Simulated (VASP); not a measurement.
Given:

```xyz
1
Lattice="-2.6400 2.6400 2.6400 2.6400 -2.6400 2.6400 2.6400 2.6400 -2.6400" Properties=species:S:1:pos:R:3 pbc="T T T"
K      0.0000     0.0000     0.0000
```

These are PBE GGA, VASP's PBE PAW potentials (set 64) (plane waves; VASP) values and carry that method's errors. Run with 400 eV cut-off, 11×11×11 Γ-centred mesh, tetrahedra with Blöchl corrections, potentials K_sv.

### Question
What does the run give for the energy per atom (σ→0), band gap (on the k-mesh) with the smallest direct gap where there is one?

### Answer

```json
{
 "band gap (on the k-mesh)": "none (metal, semimetal or under 0.01 eV)",
 "energy per atom (σ→0)": "-1.047 eV/atom"
}
```

Only differences to runs with the same potentials and settings are physical.

The compound is K in the bcc structure. The cell was not relaxed at this level.
